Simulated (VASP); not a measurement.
Method: PBE GGA, VASP's PBE PAW potentials (set 64) (plane waves; VASP).

Input for VASP

POSCAR:
```
NiSb
1
    1.9864414861    -3.4406177487     0.0000000000
    1.9864414861     3.4406177487     0.0000000000
    0.0000000000     0.0000000000     5.1651294624
Ni Sb
2 2
Direct
  0.0000000000   0.0000000000   0.5000000000
  0.0000000000   0.0000000000   0.0000000000
  0.3333330000   0.6666670000   0.2500000000
  0.6666670000   0.3333330000   0.7500000000
```

**KPOINTS**
```
Automatic mesh
0
gamma
  9 9 6
0 0 0
```

INCAR:
```
# general
SYSTEM =NiSb
PREC   =Accurate
ENCUT  =520
LREAL  =.FALSE.   # projection in real space or not
LASPH  =.TRUE.

# electronic loop
EDIFF  =1E-7
NELM   =100
ALGO   =Normal
LMAXMIX=4   # l cut-off of mixed one-centre charges

# smearing
ISMEAR =1
SIGMA  =0.1

# functional
GGA    =PE   # PBE

# ions
IBRION =2   # conjugate gradients
NSW    =30
ISIF   =4   # ions and shape, fixed volume
EDIFFG =-0.01

# output
LWAVE  =.FALSE.
LCHARG =.FALSE.
```

POTCAR, in this order: Ni Sb (PBE.64 set). Program: vasp_std.

Output of the run:

### OUTCAR
```
 ion  position               nearest neighbor table
   1  0.000  0.000  0.500-   2 2.58   2 2.58   4 2.63   3 2.63   4 2.63   3 2.63   4 2.63   3 2.63
  LATTYP: Found a hexagonal cell.
 ALAT       =     3.9728831181
 C/A-ratio  =     1.3000960030
 Subroutine PRICEL returns:
 Original cell was already a primitive cell.
 Subroutine GETGRP returns: Found 24 space group operations
The static configuration has the point symmetry D_3d.
 The point group associated with its full space group is D_6h.
The dynamic configuration has the point symmetry D_3d.
 Subroutine INISYM returns: Found 24 space group operations
 Subroutine IBZKPT returns following result:
 Found     48 irreducible k-points:

 Following reciprocal coordinates:
            Coordinates               Weight
  0.000000  0.000000  0.000000      1.000000
  0.111111  0.000000  0.000000      6.000000
  0.222222 -0.000000  0.000000      6.000000
  0.333333  0.000000  0.000000      6.000000
  0.444444 -0.000000  0.000000      6.000000
  0.111111  0.111111  0.000000      6.000000
  0.222222  0.111111  0.000000     12.000000
  0.333333  0.111111  0.000000     12.000000
  0.444444  0.111111  0.000000      6.000000
  0.222222  0.222222  0.000000      6.000000
  0.333333  0.222222  0.000000     12.000000
  0.333333  0.333333  0.000000      2.000000
  0.000000  0.000000  0.166667      2.000000
  0.111111  0.000000  0.166667     12.000000
  0.222222 -0.000000  0.166667     12.000000
  0.333333  0.000000  0.166667     12.000000
  0.444444 -0.000000  0.166667     12.000000
  0.111111  0.111111  0.166667     12.000000
  0.222222  0.111111  0.166667     24.000000
  0.333333  0.111111  0.166667     24.000000
  0.444444  0.111111  0.166667     12.000000
  0.222222  0.222222  0.166667     12.000000
  0.333333  0.222222  0.166667     24.000000
...
```

### OSZICAR
```
       N       E                     dE             d eps       ncg     rms          rms(c)
DAV:   1     0.167183153937E+03    0.16718E+03   -0.12524E+04  1824   0.161E+03
DAV:   2    -0.125072602475E+02   -0.17969E+03   -0.17497E+03  1839   0.318E+02
DAV:   3    -0.214585503430E+02   -0.89513E+01   -0.86310E+01  2119   0.871E+01
DAV:   4    -0.217192022989E+02   -0.26065E+00   -0.25871E+00  2067   0.139E+01
DAV:   5    -0.217277322745E+02   -0.85300E-02   -0.85269E-02  2244   0.263E+00    0.131E+01
DAV:   6    -0.246188517957E+02   -0.28911E+01   -0.37017E+01  1994   0.110E+02    0.179E+01
DAV:   7    -0.203166402753E+02    0.43022E+01   -0.13721E+01  2000   0.766E+01    0.381E+00
DAV:   8    -0.203733543731E+02   -0.56714E-01   -0.16735E+00  2517   0.120E+01    0.271E+00
DAV:   9    -0.203122830673E+02    0.61071E-01   -0.28050E-01  2045   0.885E+00    0.620E-01
DAV:  10    -0.203129252248E+02   -0.64216E-03   -0.78306E-03  1970   0.896E-01    0.485E-01
DAV:  11    -0.203126089876E+02    0.31624E-03   -0.71041E-04  2039   0.237E-01    0.140E-01
DAV:  12    -0.203124382849E+02    0.17070E-03   -0.57388E-04  2572   0.401E-01    0.398E-02
DAV:  13    -0.203124423037E+02   -0.40187E-05   -0.63825E-05  1947   0.619E-02    0.296E-02
DAV:  14    -0.203124416638E+02    0.63990E-06   -0.22119E-06  2435   0.137E-02    0.648E-03
DAV:  15    -0.203124415987E+02    0.65059E-07   -0.37412E-07  1793   0.531E-03
   1 F= -.20312442E+02 E0= -.20312072E+02  d E =-.203124E+02
       N       E                     dE             d eps       ncg     rms          rms(c)
DAV:   1    -0.203125554341E+02   -0.11377E-03   -0.26423E-03  1896   0.416E-01    0.640E-02
DAV:   2    -0.203125113245E+02    0.44110E-04   -0.15983E-04  2403   0.227E-01    0.476E-02
DAV:   3    -0.203124973112E+02    0.14013E-04   -0.17194E-04  2022   0.251E-01    0.370E-02
DAV:   4    -0.203124768175E+02    0.20494E-04   -0.42237E-05  2334   0.114E-01    0.417E-03
DAV:   5    -0.203124769937E+02   -0.17622E-06   -0.46837E-06  1961   0.280E-02    0.249E-03
DAV:   6    -0.203124769534E+02    0.40314E-07   -0.16407E-07  1212   0.644E-03
   2 F= -.20312477E+02 E0= -.20312106E+02  d E =-.353547E-04
```

OUTCAR:
```
------------------------ aborting loop because EDIFF is reached ----------------------------------------
  FORCE on cell =-STRESS in cart. coord.  units (eV):
  Direction    XX          YY          ZZ          XY          YZ          ZX
  --------------------------------------------------------------------------------------
  Total       -0.0939413     -0.0939414     -0.1288185      0.0000000     -0.0000000      0.0000000
  in kB       -2.1317877     -2.1317879     -2.9232468      0.0000000     -0.0000000      0.0000000
  external PRESSURE =      -2.3956075 kB  Pullay stress =       0.0000000 kB
  volume of cell :       70.60
      direct lattice vectors                 reciprocal lattice vectors
     1.987059887 -3.441688851 -0.000000000     0.251628048 -0.145277514  0.000000000
     1.987059887  3.441688851  0.000000000     0.251628048  0.145277514  0.000000000
    -0.000000000  0.000000000  5.161915040     0.000000000 -0.000000000  0.193726552
 POSITION                                       TOTAL-FORCE (eV/Angst)
 -----------------------------------------------------------------------------------
      1.98706      3.44169      2.58096         0.000000     -0.000000     -0.000000
      1.98706      3.44169      0.00000         0.000000     -0.000000     -0.000000
      1.98706      1.14723      1.29048         0.000000      0.000000     -0.000000
      1.98706     -1.14723      3.87144        -0.000000     -0.000000      0.000000
 -----------------------------------------------------------------------------------
    total drift:                                0.000000      0.000000      0.000000
  FREE ENERGIE OF THE ION-ELECTRON SYSTEM (eV)
  ---------------------------------------------------
  free  energy   TOTEN  =       -20.3124769534 eV

  energy  without entropy=      -20.3113653800  energy(sigma->0) =      -20.31210643

 reached required accuracy - stopping structural energy minimisation
```
(Selected blocks of OUTCAR.)

CONTCAR:
```
NiSb
   1.00000000000000
     1.9870598873657686   -3.4416888509239096   -0.0000000000000000
     1.9870598873657686    3.4416888509239096    0.0000000000000000
    -0.0000000000000000    0.0000000000000000    5.1619150396929285
  Ni              Sb
     2     2
Direct
     0.0000000000000000    1.0000000000000000    0.5000000000000000
     0.0000000000000000    1.0000000000000000    0.0000000000000000
     0.3333330000000032    0.6666669999999968    0.2500000000000000
     0.6666669999999968    0.3333330000000032    0.7500000000000000
```

The compound is NiSb in the NiAs type structure. This run relaxes it. Symmetry was kept, so distortions that lower it aren't found. The run is not spin-polarised, so no magnetic state was tried.
